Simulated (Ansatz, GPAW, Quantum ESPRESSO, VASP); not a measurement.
**Code comparison for La₂O₃ (P-3m1, 5 atoms in the cell)**

Self-consistent single point, at a second geometry (lattice scaled by 0.98). First geometry:

```
CELL_PARAMETERS angstrom
      1.92666    -3.33707     0.00000
      1.92666     3.33707     0.00000
      0.00000     0.00000     5.99514
ATOMIC_POSITIONS crystal
  La 0.33333 0.66667 0.24700
  La 0.66667 0.33333 0.75300
  O  0.00000 0.00000 0.00000
  O  0.33333 0.66667 0.64700
  O  0.66667 0.33333 0.35300
```

Shared settings, as Ansatz (an electronic-structure program) writes them: kpoints.mp_grid.grid = 7 7 4; scf.occupations.method = fermi_dirac; scf.occupations.width = 0.02 eV. Potentials and cutoffs stand in the table.

| code | model | ΔF from the first geometry (meV/atom) | pressure (GPa) | largest force (eV/Å) | gap on the mesh (eV) | cutoff |
|---|---|---|---|---|---|---|
| GPAW | PBE, GPAW PAW datasets PBE (gpaw-data 1.0.1) | 100.0 | – | 1.250 | 3.906 | 900 eV |
| VASP | PBE, VASP's PBE PAW potentials (set 64) | 94.8 | 18.93 | 1.191 | 3.921 | 400 eV |
| Ansatz | PBE, default PAW files | 96.4 | 22.86 | 1.211 | 3.899 | 420 eV |
| Quantum ESPRESSO | PBE, GBRV 1.5 ultrasoft (PBE) pseudopotentials | 99.6 | 23.94 | 1.239 | 3.925 | 40 Ry |

For VASP (by 4.0 GPa) and Ansatz (by 0.4 GPa) the energy change implies a higher mean pressure, against the two pressures, than for the other programs: a sign of finite-basis (Pulay) stress.

Size of the force on each atom (eV/Å): Sizes of forces hide their directions.

| code | La1 | La2 | O3 | O4 | O5 |
|---|---|---|---|---|---|
| GPAW | 1.250 | 1.250 | 0.000 | 0.239 | 0.239 |
| VASP | 1.191 | 1.191 | 0.000 | 0.226 | 0.226 |
| Ansatz | 1.211 | 1.211 | 0.000 | 0.232 | 0.232 |
| Quantum ESPRESSO | 1.239 | 1.239 | 0.000 | 0.237 | 0.237 |

A dash marks a value that a program does not give, or that is left out as unsure.

Gaps are read on the mesh.

The spread over the programs that give each value: ΔF from the first geometry within 5.2 meV/atom; pressure within 5.01 GPa; largest force within 0.059 eV/Å; gap on the mesh within 0.026 eV.

Ansatz's pressure is given at a fixed set of plane waves, as the other plane-wave codes print theirs; with its correction for the finite basis it is 23.34 GPa (the shift of 0.48 GPa shows how far the cutoff is from converged). The pressure of GPAW is left out: its cutoff lies under the one at which its stress was checked.

VASP's run is marked for a possible Pulay error in its stress at this cutoff; no cutoff test was made.

The starting cell has typed, rounded lattice constants, without a prior relaxation at this level. Its lattice was rescaled by a random factor within 2.5 % of one. For this run, on top of that: lattice scaled by 0.98.

Left out of this page: CP2K, Elk, FLEUR and SIESTA (not drawn, or without a comparable value).

Keys are those of Ansatz 0.2.
